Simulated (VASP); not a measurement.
Calculation: LDA (Ceperley-Alder, Perdew-Zunger), VASP's LDA PAW potentials (set 64) (plane waves; VASP 6.6.1).

VASP ran on this input.

**KPOINTS**
```
Automatic mesh
0
Gamma
12 12 12
0 0 0
```

### INCAR
```
ALGO = Normal
EDIFF = 1E-8
ENCUT = 400
IBRION = 8
ISMEAR = 0
LASPH = T
LCHARG = F
LEPSILON = T
LMAXMIX = 4
LREAL = F
LWAVE = F
NELM = 100
NSW = 1
PREC = Accurate
SIGMA = 0.01
SYSTEM = ZnSe
```

**POSCAR**
```
ZnSe
1
    0.0000000000     2.7862321164     2.7862321164
    2.7862321164     0.0000000000     2.7862321164
    2.7862321164     2.7862321164     0.0000000000
Zn Se
1 1
Direct
  0.0000000000   0.0000000000   0.0000000000
  0.2500000000   0.2500000000   0.2500000000
```

POTCAR, in this order: Zn Se (LDA.64 set). Program: vasp_std.

Output of the run:

File OUTCAR:
```


 HEAD OF MICROSCOPIC STATIC DIELECTRIC TENSOR (INDEPENDENT PARTICLE, excluding Hartree and local field effects)
 ------------------------------------------------------
           8.054995    -0.000000    -0.000000
           0.000000     8.054995     0.000000
          -0.000000     0.000000     8.054995
 ------------------------------------------------------

 MACROSCOPIC STATIC DIELECTRIC TENSOR (including local field effects in DFT)
 ------------------------------------------------------
           7.535084    -0.000000     0.000000
          -0.000000     7.535084    -0.000000
          -0.000000     0.000000     7.535084
 ------------------------------------------------------

 PIEZOELECTRIC TENSOR (including local field effects)  for field in x, y, z        (e  Angst)
          XX          YY          ZZ          XY          YZ          ZX
  --------------------------------------------------------------------------------
  x     0.00000    -0.00000     0.00000     0.00000    -1.84806     0.00000
  y     0.00000     0.00000     0.00000     0.00000     0.00000    -1.84806
  z     0.00000     0.00000     0.00000    -1.84806     0.00000     0.00000

 PIEZOELECTRIC TENSOR (including local field effects)  for field in x, y, z        (C/m^2)
          XX          YY          ZZ          XY          YZ          ZX
  --------------------------------------------------------------------------------
  x     0.00000    -0.00000     0.00000     0.00000    -0.68446     0.00000
  y     0.00000     0.00000     0.00000     0.00000     0.00000    -0.68446
  z     0.00000     0.00000     0.00000    -0.68446     0.00000     0.00000

 BORN EFFECTIVE CHARGES (including local field effects) (in |e|, cummulative output)
 ---------------------------------------------------------------------------------
 ion    1
    1     1.97396     0.00000     0.00000
    2     0.00000     1.97396     0.00000
    3     0.00000     0.00000     1.97396
 ion    2
    1    -1.97396     0.00000     0.00000
    2     0.00000    -1.97396     0.00000
    3     0.00000     0.00000    -1.97396

   1 f  =    6.551982 THz    41.167320 2PiTHz  218.550608 cm-1    27.096810 meV

   2 f  =    6.551982 THz    41.167320 2PiTHz  218.550608 cm-1    27.096810 meV

   3 f  =    6.551982 THz    41.167320 2PiTHz  218.550608 cm-1    27.096810 meV

   4 f/i=    0.013870 THz     0.087149 2PiTHz    0.462659 cm-1     0.057362 meV

   5 f/i=    0.013870 THz     0.087149 2PiTHz    0.462659 cm-1     0.057362 meV

   6 f/i=    0.013870 THz     0.087149 2PiTHz    0.462659 cm-1     0.057362 meV

 MACROSCOPIC STATIC DIELECTRIC TENSOR IONIC CONTRIBUTION
 ------------------------------------------------------
           2.593211     0.000000     0.000000
           0.000000     2.593211    -0.000000
           0.000000    -0.000000     2.593211
 ------------------------------------------------------

 ELASTIC MODULI CONTR FROM IONIC RELAXATION (kBar)
 Direction    XX          YY          ZZ          XY          YZ          ZX
 --------------------------------------------------------------------------------
 XX           0.0000      0.0000      0.0000      0.0000      0.0000      0.0000
 YY           0.0000      0.0000      0.0000      0.0000      0.0000      0.0000
 ZZ           0.0000      0.0000      0.0000      0.0000      0.0000      0.0000
 XY           0.0000      0.0000      0.0000   -225.4009      0.0000      0.0000
 YZ           0.0000      0.0000      0.0000      0.0000   -225.4009      0.0000
 ZX           0.0000      0.0000      0.0000      0.0000      0.0000   -225.4009
 --------------------------------------------------------------------------------

 PIEZOELECTRIC TENSOR IONIC CONTR  for field in x, y, z        (C/m^2)
          XX          YY          ZZ          XY          YZ          ZX
  --------------------------------------------------------------------------------
  x     0.00000     0.00000     0.00000     0.00000     0.71940     0.00000
  y     0.00000     0.00000     0.00000    -0.00000     0.00000     0.71940
  z     0.00000     0.00000     0.00000     0.71940     0.00000    -0.00000
```
(Selected blocks of OUTCAR.)

### OUTCAR
```
 val. band max:        1.9668959205   @ k =   0.0000   0.0000   0.0000

 cond. band min:       3.2447270170   @ k =   0.0000   0.0000   0.0000


 Fermi energy:         2.0790383876

 k-point     1 :       0.0000    0.0000    0.0000
  band No.  band energies     occupation
      1     -11.6623      2.00000
      2      -4.9037      2.00000
      3      -4.9037      2.00000
      4      -4.9037      2.00000
      5      -4.4972      2.00000
      6      -4.4972      2.00000
      7       1.9669      2.00000
      8       1.9669      2.00000
      9       1.9669      2.00000
     10       3.2447      0.00000
     11       7.6506      0.00000
     12       7.6506      0.00000
     13       7.6506      0.00000

 k-point     2 :       0.0833    0.0000    0.0000
  band No.  band energies     occupation
      1     -11.6119      2.00000
      2      -4.9032      2.00000
      3      -4.8959      2.00000
      4      -4.8959      2.00000
      5      -4.4985      2.00000
      6      -4.4985      2.00000
      7       1.1675      2.00000
      8       1.8875      2.00000
      9       1.8875      2.00000
     10       3.8840      0.00000
     11       7.5888      0.00000
     12       7.7820      0.00000
     13       7.7820      0.00000

 k-point     3 :       0.1667    0.0000    0.0000
  band No.  band energies     occupation
      1     -11.4690      2.00000
      2      -4.8926      2.00000
      3      -4.8748      2.00000
      4      -4.8748      2.00000
      5      -4.4998      2.00000
      6      -4.4998      2.00000
      7      -0.0654      2.00000
      8       1.6863      2.00000
      9       1.6863      2.00000
     10       4.5254      0.00000
     11       7.7665      0.00000
     12       8.0817      0.00000
     13       8.0817      0.00000

 k-point     4 :       0.2500    0.0000    0.0000
  band No.  band energies     occupation
      1     -11.2597      2.00000
      2      -4.8496      2.00000
      3      -4.8483      2.00000
...
```

The dielectric response may not be converged in the k-mesh; for small gaps it tends to come out too large.

The compound is ZnSe in the zinc blende structure. It was relaxed first, which changed the volume by -5 %.
